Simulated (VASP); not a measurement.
A convergence study with VASP on BP (zinc blende): one setting is varied, all else stays as given below, so the limit is that of these other settings. Each run relaxes cell and ions from the cell shown.

```
BP
1.0
    0.00000     2.27000     2.27000
    2.27000     0.00000     2.27000
    2.27000     2.27000     0.00000
B P
1 1
Direct
  0.00000   0.00000   0.00000
  0.25000   0.25000   0.25000
```

All values below come from PBE GGA, VASP's PBE PAW potentials (set 64) (plane waves; VASP 6.6.1). The tightest run used: 700 eV cut-off, 14×14×14 Γ-centred mesh, Gaussian smearing of 0.050 eV, potentials B P.

Gaps are read on the run's mesh, which can miss a band edge.

```json
[
 {"setting": "2×2×2 mesh", "relaxed volume (Å³/atom)": "12.929", "E (eV/atom)": "-5.0830", "gap on the mesh (eV)": "1.366", "irreducible k-points": "3"},
 {"setting": "3×3×3 mesh", "relaxed volume (Å³/atom)": "12.009", "E (eV/atom)": "-6.1579", "gap on the mesh (eV)": "1.362", "irreducible k-points": "4"},
 {"setting": "4×4×4 mesh", "relaxed volume (Å³/atom)": "11.826", "E (eV/atom)": "-6.3815", "gap on the mesh (eV)": "1.336", "irreducible k-points": "8"},
 {"setting": "5×5×5 mesh", "relaxed volume (Å³/atom)": "11.774", "E (eV/atom)": "-6.4405", "gap on the mesh (eV)": "1.243", "irreducible k-points": "10"}
]
```

These are the cheaper rows. Estimate the results at 14×14×14 mesh, and how far the last row shown lies from them.

| quantity | tightest run | last row shown is off by |
|---|---|---|
| relaxed volume (Å³/atom) | 11.747 | 0.027 |
| E (eV/atom) | -6.4668 | 0.0262 |
| gap on the mesh (eV) | 1.249 | -0.006 |

Left out are rungs that failed or repeat a setting and relaxations that didn't move; long series are thinned to 24 rows.

The compound is BP in the zinc blende structure.
